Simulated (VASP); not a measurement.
K (space group Im-3m): the measured cell of entry 9011970 of the Crystallography Open Database is

```cif
data_K
_chemical_formula_sum 'K1'
_space_group_name_H-M_alt 'P 1'
_space_group_IT_number 1
_cell_length_a 4.61418
_cell_length_b 4.61418
_cell_length_c 4.61418
_cell_angle_alpha 109.471
_cell_angle_beta 109.471
_cell_angle_gamma 109.471
loop_
_space_group_symop_operation_xyz
  'x, y, z'
loop_
_atom_site_label
_atom_site_type_symbol
_atom_site_fract_x
_atom_site_fract_y
_atom_site_fract_z
_atom_site_occupancy
K1 K 0.00000 0.00000 0.00000 1
```

Calculation: r2SCAN+rVV10, VASP's PBE PAW potentials (set 64) (plane waves; VASP 6.6.1). Settings: 400 eV cut-off, 11×11×11 Γ-centred mesh, tetrahedra with Blöchl corrections, potentials K_sv.

The calculation is for a static lattice at zero pressure; the measurement, whose temperature isn't given here, holds thermal and zero-point expansion. The entry's conditions were not checked, so it may have been measured under pressure.

Q: How far does the relaxed conventional cell lie from the measured one?

A: 
```tsv
	measured	computed	difference
a (Å)	5.328	5.301	-0.5 %
V (Å³/atom)	75.62	74.50	-1.5 %
```

The structure comes from a measured K entry (Im-3m) of the Crystallography Open Database, whose conditions weren't checked. It was relaxed first. Symmetry was kept, so distortions that lower it aren't found.
